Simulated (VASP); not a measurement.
```
Be
1.0
    0.00000     1.58196     1.58196
    1.58196     0.00000     1.58196
    1.58196     1.58196     0.00000
Be
1
Cartesian
  0.00000   0.00000   0.00000
```

These are r2SCAN meta-GGA, VASP's PBE PAW potentials (set 64) (plane waves; VASP) values and carry that method's errors. Run with 400 eV cut-off, 22×22×22 Γ-centred mesh, tetrahedra with Blöchl corrections, potentials Be.

### Question
Give the energies of bands 1 to 3 at the high-symmetry points, in eV from the Fermi level.

### Answer

```csv
band,Γ,X,U,L,W
1,-12.82,-2.84,-0.91,-5.70,1.00
2,20.94,3.79,0.35,-0.17,1.00
3,20.94,10.24,6.82,17.79,3.15
```

It has no gap at this level: it comes out as a metal or semimetal.

The structure was generated: Be was put into the fcc type (Fm-3m), which need not be its known phase. It was relaxed first.
